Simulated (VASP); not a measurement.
Method: PBE GGA, VASP's PBE PAW potentials (set 64) (plane waves; VASP).

VASP input:

File KPOINTS:
```
Automatic mesh
0
Gamma
1 1 1
0 0 0
```

### INCAR
```
ALGO=Fast
EDIFF=1E-6
ENCUT=400
GGA=PE
ISMEAR=0
ISPIN=2
ISYM=0
LASPH=.TRUE.
LCHARG=.FALSE.
LHYPERFINE=.TRUE.
LORBIT=11
LREAL=Auto
LWAVE=.TRUE.
MAGMOM=63*0.0159
NELM=100
NELMIN=4
NUPDOWN=1
PREC=Normal
SIGMA=0.05
SYSTEM=AlC62
```

### POSCAR
```
AlC62
1
    7.1465551589     0.0000000000     0.0000000000
    0.0000000000     7.1465551589     0.0000000000
    0.0000000000     0.0000000000     7.1465551589
C Al
62 1
Direct
  0.4980802911   0.9991010136   0.9998655059
  0.6213089966   0.1292109575   0.1299383463
  0.7471984771   0.2524703156   0.0035099270
  0.8706616523   0.3791879920   0.1298150180
  0.7472864876   0.0026950673   0.2531572512
  0.8707234074   0.1290172270   0.3798039120
  0.9984723780   0.0008904599   0.0016296749
  0.1216424227   0.1267875838   0.1274511375
  0.2463624448   0.2488121804   0.9994721800
  0.3711345001   0.3752035216   0.1245248137
  0.4993966371   0.5003696066   0.0001681095
  0.6252575272   0.6297163863   0.1235299591
  0.7500884513   0.7530879661   0.9991863403
  0.8733101830   0.8781565002   0.1272891436
  0.2462935002   0.9987482219   0.2495543075
  0.3710364275   0.1236977520   0.3758627057
  0.4843988881   0.2421680999   0.2432062165
  0.7546407384   0.5146558498   0.2442738520
  0.8763931005   0.6292357637   0.3756401447
  0.4993622942   0.9993359539   0.5010628812
  0.6252124859   0.1228709631   0.6303442638
  0.7547826592   0.2431169831   0.5153608783
  0.8762374486   0.3750249807   0.6297202896
  0.7501474494   0.9984781022   0.7538484380
  0.8732228710   0.1266782402   0.8788622149
  0.9996143496   0.5004583959   0.0001643287
  0.1227059880   0.6268069725   0.1240684363
  0.2498985458   0.7492910232   0.9985183426
  0.3730161826   0.8774820490   0.1235269985
  0.9963337137   0.2526166866   0.2533442223
  0.1233262390   0.3758811878   0.3766443135
  0.2468421801   0.5009320145   0.2476804181
  0.3684270683   0.6329113900   0.3620103196
  0.4979286729   0.7532578739   0.2470985743
  0.6237996060   0.8768690962   0.3764151769
  0.9996985072   0.9993179729   0.5013763410
  0.1226492824   0.1233430569   0.6274697117
  0.2466498681   0.2467851156   0.5018259648
  0.3685214078   0.3613440008   0.6332117118
  0.6388266527   0.6337924199   0.6342088908
  0.7522001014   0.7524454727   0.5015941232
  0.8768894097   0.8772603189   0.6279113368
  0.2499012230   0.9978023913   0.7500797509
  0.3730636882   0.1229212180   0.8781623328
  0.4978982779   0.2463162872   0.7539508638
  0.6237202433   0.3756868318   0.8774554524
  0.7520740313   0.5007299889   0.7529960634
  0.8767745722   0.6271725867   0.8779209179
  0.0005672659   0.7526818645   0.2500423358
  0.1234839920   0.8767321166   0.3761565882
  0.9996475801   0.5001987614   0.5009009129
  0.1268087394   0.6233520755   0.6240964822
  0.2524962877   0.7469190428   0.4975896625
  0.3760531777   0.8732308560   0.6242092060
  0.0005158263   0.2492385298   0.7533860663
  0.1235174216   0.3756010598   0.8773562990
  0.2524505015   0.4967598382   0.7476488864
  0.3760459112   0.6234169041   0.8739530305
  0.5019824820   0.7467257186   0.7474670235
  0.6250754956   0.8768870383   0.8775002650
  0.0015727332   0.7492342500   0.7500125863
  0.1247854690   0.8750283812   0.8757539275
  0.5614375863   0.4381925234   0.4388736246
```

POTCAR, in this order: C Al (PBE.64 set). Program: vasp_gam. Read from the step before: WAVECAR.

What VASP printed:

### OUTCAR
```
 ion  position               nearest neighbor table
   1  0.498  0.999  1.000-  29 1.53  44 1.53  60 1.53   2 1.58
   2  0.621  0.129  0.130-  17 1.50   3 1.55   5 1.55   1 1.58
   3  0.747  0.252  0.004-  46 1.54   2 1.55  25 1.55   4 1.55
   4  0.871  0.379  0.130-  18 1.51  30 1.55   3 1.55  26 1.57
   5  0.747  0.003  0.253-  35 1.54   2 1.55   6 1.55  14 1.55
   6  0.871  0.129  0.380-  22 1.51  30 1.55   5 1.55  36 1.57
   7  0.998  0.001  0.002-  14 1.54  25 1.54   8 1.55  62 1.56
   8  0.122  0.127  0.127-   9 1.55  15 1.55   7 1.55  30 1.56
   9  0.246  0.249  0.999-  56 1.53  44 1.54   8 1.55  10 1.55
  10  0.371  0.375  0.125-  17 1.51  32 1.54   9 1.55  11 1.56  63 2.66
  11  0.499  0.500  0.000-  46 1.53  58 1.54  10 1.56  12 1.56
  12  0.625  0.630  0.124-  18 1.51  13 1.54  34 1.55  11 1.56  63 2.68
  13  0.750  0.753  0.999-  60 1.53  12 1.54  48 1.54  14 1.55
  14  0.873  0.878  0.127-   7 1.54  49 1.55   5 1.55  13 1.55
  15  0.246  0.999  0.250-  50 1.53  29 1.54   8 1.55  16 1.55
  16  0.371  0.124  0.376-  17 1.51  38 1.54  15 1.55  20 1.56  63 2.67
  17  0.484  0.242  0.243-   2 1.50  16 1.51  10 1.51  63 2.05
  18  0.755  0.515  0.244-  12 1.51   4 1.51  19 1.52  63 2.03
  19  0.876  0.629  0.376-  18 1.52  49 1.54  41 1.54  51 1.56  63 2.67
  20  0.499  0.999  0.501-  35 1.53  54 1.54  16 1.56  21 1.56
  21  0.625  0.123  0.630-  22 1.51  24 1.54  45 1.54  20 1.56  63 2.68
  22  0.755  0.243  0.515-  21 1.51   6 1.51  23 1.52  63 2.04
  23  0.876  0.375  0.630-  22 1.52  47 1.54  55 1.54  51 1.56  63 2.67
  24  0.750  0.998  0.754-  60 1.53  21 1.54  42 1.54  25 1.55
  25  0.873  0.127  0.879-   7 1.54  55 1.55  24 1.55   3 1.55
  26  1.000  0.500  0.000-  56 1.53  48 1.53  27 1.54   4 1.57
  27  0.123  0.627  0.124-  26 1.54  32 1.54  49 1.54  28 1.55
  28  0.250  0.749  0.999-  62 1.54  27 1.55  29 1.55  58 1.55
  29  0.373  0.877  0.124-   1 1.53  34 1.54  15 1.54  28 1.55
  30  0.996  0.253  0.253-  31 1.54   6 1.55   4 1.55   8 1.56
  31  0.123  0.376  0.377-  51 1.54  30 1.54  32 1.56  38 1.56
  32  0.247  0.501  0.248-  33 1.52  10 1.54  27 1.54  31 1.56  63 2.67
  33  0.368  0.633  0.362-  34 1.51  53 1.51  32 1.52  63 2.03
  34  0.498  0.753  0.247-  33 1.51  29 1.54  12 1.55  35 1.56  63 2.67
  35  0.624  0.877  0.376-  20 1.53   5 1.54  41 1.56  34 1.56
  36  1.000  0.999  0.501-  42 1.53  50 1.53  37 1.54   6 1.57
  37  0.123  0.123  0.627-  36 1.54  38 1.54  55 1.54  43 1.55
  38  0.247  0.247  0.502-  39 1.52  37 1.54  16 1.54  31 1.56  63 2.67
  39  0.369  0.361  0.633-  45 1.51  57 1.51  38 1.52  63 2.03
...
```

File OSZICAR:
```
       N       E                     dE             d eps       ncg     rms          rms(c)
DAV:   1    -0.556921941858E+03   -0.55692E+03   -0.12800E-04   792   0.230E-02    0.264E-02
RMM:   2    -0.556921926919E+03    0.14939E-04   -0.66074E-05   694   0.144E-02    0.197E-02
RMM:   3    -0.556921931993E+03   -0.50740E-05   -0.13326E-05   646   0.905E-03    0.123E-02
RMM:   4    -0.556921930710E+03    0.12829E-05   -0.35048E-06   507   0.353E-03    0.251E-03
RMM:   5    -0.556921930775E+03   -0.64812E-07   -0.84657E-07   432   0.194E-03
   1 F= -.55692193E+03 E0= -.55691605E+03  d E =-.117706E-01  mag=     1.0000
```

**OUTCAR**
```
------------------------ aborting loop because EDIFF is reached ----------------------------------------
  FORCE on cell =-STRESS in cart. coord.  units (eV):
  Direction    XX          YY          ZZ          XY          YZ          ZX
  --------------------------------------------------------------------------------------
  Total        4.0495561      9.1066379      8.3333779     10.2446291    -11.7443729      9.9746732
  in kB       17.7757426     39.9740731     36.5798069     44.9693459    -51.5525513     43.7843601
  external PRESSURE =      31.4432075 kB  Pullay stress =       0.0000000 kB
  volume of cell :      365.00
      direct lattice vectors                 reciprocal lattice vectors
     7.146555159  0.000000000  0.000000000     0.139927556  0.000000000  0.000000000
     0.000000000  7.146555159  0.000000000     0.000000000  0.139927556  0.000000000
     0.000000000  0.000000000  7.146555159     0.000000000  0.000000000  0.139927556
 POSITION                                       TOTAL-FORCE (eV/Angst)
 -----------------------------------------------------------------------------------
      3.55956      7.14013      7.14559         0.007737      0.001919      0.003928
      4.44022      0.92341      0.92861        -0.008455     -0.005558     -0.004952
      5.33990      1.80429      0.02508        -0.009908      0.010292      0.007943
      6.22223      2.70989      0.92773         0.018221     -0.013122     -0.011353
      5.34052      0.01926      1.80920        -0.014614      0.004928      0.008847
      6.22267      0.92203      2.71429         0.009359      0.005978     -0.006438
      7.13564      0.00636      0.01165        -0.001207      0.001560     -0.000526
      0.86932      0.90609      0.91084         0.001812     -0.003444     -0.009918
      1.76064      1.77815      7.14278         0.002065     -0.000015      0.014489
      2.65233      2.68141      0.88992        -0.003845     -0.009203     -0.000398
      3.56897      3.57592      0.00120        -0.000701     -0.001791     -0.015210
      4.46844      4.50030      0.88281         0.006889     -0.004620      0.009530
      5.36055      5.38198      7.14074         0.000486     -0.007639      0.018426
      6.24116      6.27579      0.90968         0.008113     -0.003807     -0.000435
      1.76015      7.13761      1.78345         0.002279     -0.008417     -0.006065
      2.65163      0.88401      2.68612        -0.007780      0.000913     -0.001652
      3.46178      1.73067      1.73809         0.010701      0.014517     -0.007981
      5.39308      3.67802      1.74572        -0.010195      0.003014     -0.010123
      6.26319      4.49687      2.68453         0.002704     -0.002051     -0.003062
      3.56872      7.14181      3.58087         0.002412     -0.010674      0.012295
      4.46812      0.87810      4.50479         0.009800      0.005528     -0.017902
      5.39410      1.73745      3.68305        -0.012791      0.002974      0.004218
      6.26208      2.68014      4.50033         0.004854     -0.007554      0.004626
      5.36097      7.13568      5.38742         0.000257      0.006884      0.002345
      6.24054      0.90531      6.28084         0.025646     -0.006691     -0.007585
      7.14380      3.57655      0.00117        -0.008497      0.009112      0.005440
      0.87693      4.47951      0.88666        -0.003046     -0.014144      0.000334
      1.78591      5.35485      7.13597         0.005190      0.003844      0.011668
      2.66578      6.27097      0.88279        -0.003725      0.010884      0.008810
      7.12035      1.80534      1.81054         0.003952     -0.000921     -0.002729
      0.88136      2.68626      2.69171         0.006820     -0.016721     -0.016742
      1.76407      3.57994      1.77006         0.005155      0.016941      0.011084
      2.63298      4.52314      2.58713        -0.005248     -0.008078     -0.006556
      3.55847      5.38320      1.76590         0.006102     -0.010722      0.008224
      4.45802      6.26659      2.69007         0.008181     -0.013741     -0.018544
      7.14440      7.14168      3.58311        -0.009375     -0.003336     -0.010615
      0.87652      0.88148      4.48425         0.002565     -0.001688     -0.011148
      1.76270      1.76366      3.58633         0.018329      0.011152     -0.002045
      2.63366      2.58236      4.52528        -0.002567     -0.004660      0.003598
      4.56541      4.52943      4.53241        -0.000300     -0.005189      0.013746
      5.37564      5.37739      3.58467        -0.014845     -0.014050      0.002677
      6.26674      6.26939      4.48740         0.000449      0.010687     -0.002427
      1.78593      7.13085      5.36049         0.000550     -0.000900      0.008110
      2.66612      0.87846      6.27584         0.003613      0.004554     -0.002566
      3.55826      1.76031      5.38815        -0.000307      0.009359      0.000938
      4.45745      2.68487      6.27078         0.011827     -0.012781     -0.006312
      5.37474      3.57849      5.38133        -0.010593      0.019481     -0.002971
      6.26592      4.48212      6.27411         0.007111     -0.001936     -0.002255
      0.00405      5.37908      1.78694        -0.012110     -0.005512     -0.004798
      0.88249      6.26561      2.68822         0.012918     -0.001147      0.006080
      7.14404      3.57470      3.57972         0.014910      0.008251      0.002308
      0.90625      4.45482      4.46014         0.000213      0.010455      0.008032
      1.80448      5.33790      3.55605        -0.011172      0.002561      0.014040
      2.68748      6.24059      4.46095        -0.021821      0.008882      0.007427
      0.00369      1.78120      5.38412        -0.015187     -0.001539      0.007071
      0.88272      2.68425      6.27008         0.004417     -0.009844     -0.011598
      1.80415      3.55012      5.34311        -0.000224      0.016331      0.016718
      2.68743      4.45528      6.24575        -0.016138      0.017120     -0.010448
      3.58745      5.33652      5.34181        -0.009911      0.001754      0.008956
      4.46714      6.26672      6.27110        -0.007433      0.001153      0.002561
      0.01124      5.35444      5.36001        -0.007292     -0.006215     -0.000886
      0.89179      6.25344      6.25862        -0.009239      0.014608     -0.002760
      4.01234      3.13157      3.13643         0.012889     -0.017923     -0.015468
 -----------------------------------------------------------------------------------
    total drift:                               -0.019661     -0.005923      0.027110
  FREE ENERGIE OF THE ION-ELECTRON SYSTEM (eV)
  ---------------------------------------------------
  free  energy   TOTEN  =      -556.9219307750 eV

  energy  without entropy=     -556.9101601825  energy(sigma->0) =     -556.91604548

 total charge

# of ion       s       p       d       tot
------------------------------------------
    1        0.835   1.757   0.000   2.591
    2        0.827   1.743   0.000   2.570
    3        0.826   1.752   0.000   2.577
    4        0.826   1.744   0.000   2.569
    5        0.826   1.752   0.000   2.578
    6        0.826   1.744   0.000   2.570
    7        0.828   1.755   0.000   2.583
    8        0.827   1.753   0.000   2.580
    9        0.831   1.756   0.000   2.587
   10        0.829   1.758   0.000   2.587
   11        0.826   1.754   0.000   2.580
   12        0.829   1.764   0.000   2.592
   13        0.831   1.765   0.000   2.596
   14        0.827   1.753   0.000   2.579
   15        0.831   1.757   0.000   2.588
   16        0.829   1.759   0.000   2.588
   17        0.843   1.766   0.000   2.609
   18        0.838   1.778   0.000   2.616
   19        0.829   1.759   0.000   2.587
   20        0.826   1.754   0.000   2.580
   21        0.829   1.764   0.000   2.592
...
```
(Selected blocks of OUTCAR.)

At this cut-off the stress carries a Pulay error, which pulls relaxed volumes low.  The supercell is sampled at Γ alone, which is coarse: total energies, pressure and levels can be off, energies of defects by several tenths of an eV.

The cell is a supercell with a defect, built from C (diamond): Al_C-vac_C.
